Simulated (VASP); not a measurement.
```yaml
crystal:
  lattice:
    - [1.22705, -2.12531, 0.00000]
    - [1.22705, 2.12531, 0.00000]
    - [0.00000, 0.00000, 3.95823]
  atoms:
    - { symbol: Co, position: [0.33333, 0.66667, 0.25000], spin: 1.6 }
    - { symbol: Co, position: [0.66667, 0.33333, 0.75000], spin: 1.6 }
```

Method: PBEsol GGA, VASP's PBE PAW potentials (set 64) (plane waves; VASP). Run with 400 eV cut-off, Gaussian smearing of 0.050 eV, potentials Co.

**Question.** Give the spin-up energies of bands 1 to 12 at the high-symmetry points, in eV from the Fermi level.

**Answer.** 
```json
[
 {"band": "1", "Γ": "-9.27", "M": "-4.99", "K": "-4.50", "A": "-6.94", "L": "-5.22", "H": "-3.99"},
 {"band": "2", "Γ": "-5.38", "M": "-4.95", "K": "-4.09", "A": "-6.94", "L": "-5.22", "H": "-3.99"},
 {"band": "3", "Γ": "-2.64", "M": "-4.67", "K": "-4.09", "A": "-2.99", "L": "-3.89", "H": "-3.87"},
 {"band": "4", "Γ": "-2.63", "M": "-2.81", "K": "-3.80", "A": "-2.99", "L": "-3.89", "H": "-3.87"},
 {"band": "5", "Γ": "-2.63", "M": "-2.62", "K": "-2.92", "A": "-2.71", "L": "-1.77", "H": "-3.02"},
 {"band": "6", "Γ": "-2.28", "M": "-2.54", "K": "-2.92", "A": "-2.71", "L": "-1.77", "H": "-3.02"},
 {"band": "7", "Γ": "-2.28", "M": "-2.19", "K": "-1.90", "A": "-2.71", "L": "-1.00", "H": "-1.87"},
 {"band": "8", "Γ": "-1.91", "M": "-0.57", "K": "-0.82", "A": "-2.71", "L": "-1.00", "H": "-1.87"},
 {"band": "9", "Γ": "-1.91", "M": "-0.46", "K": "-0.82", "A": "-1.04", "L": "-0.47", "H": "-0.66"},
 {"band": "10", "Γ": "-0.71", "M": "-0.41", "K": "-0.68", "A": "-1.04", "L": "-0.47", "H": "-0.66"},
 {"band": "11", "Γ": "-0.71", "M": "1.44", "K": "4.67", "A": "-1.04", "L": "1.65", "H": "5.95"},
 {"band": "12", "Γ": "-0.13", "M": "3.56", "K": "5.58", "A": "-1.04", "L": "1.65", "H": "5.95"}
]
```

**Question.** Give the spin-down energies of bands 1 to 12 at the high-symmetry points, in eV from the Fermi level.

**Answer.** 
| band | Γ | M | K | A | L | H |
|---|---|---|---|---|---|---|
| 1 | -9.21 | -4.09 | -3.26 | -6.80 | -4.24 | -2.79 |
| 2 | -4.45 | -3.83 | -3.05 | -6.80 | -4.24 | -2.79 |
| 3 | -1.07 | -3.50 | -3.05 | -1.66 | -2.56 | -2.72 |
| 4 | -1.07 | -1.96 | -2.84 | -1.66 | -2.56 | -2.72 |
| 5 | -1.07 | -1.25 | -1.50 | -1.14 | -0.11 | -1.86 |
| 6 | -0.67 | -1.12 | -1.50 | -1.14 | -0.11 | -1.86 |
| 7 | -0.67 | -0.68 | -0.36 | -1.14 | 0.25 | -0.23 |
| 8 | -0.23 | 1.23 | 0.94 | -1.14 | 0.25 | -0.23 |
| 9 | -0.23 | 1.38 | 0.94 | 0.73 | 1.34 | 1.12 |
| 10 | -0.11 | 1.41 | 1.12 | 0.73 | 1.34 | 1.12 |
| 11 | 1.09 | 2.68 | 5.48 | 0.73 | 2.32 | 6.62 |
| 12 | 1.09 | 4.54 | 6.36 | 0.73 | 2.32 | 6.62 |

It has no gap at this level: it comes out as a metal or semimetal.

The compound is Co in the hcp structure. It was relaxed first, which changed the volume by -7 %.
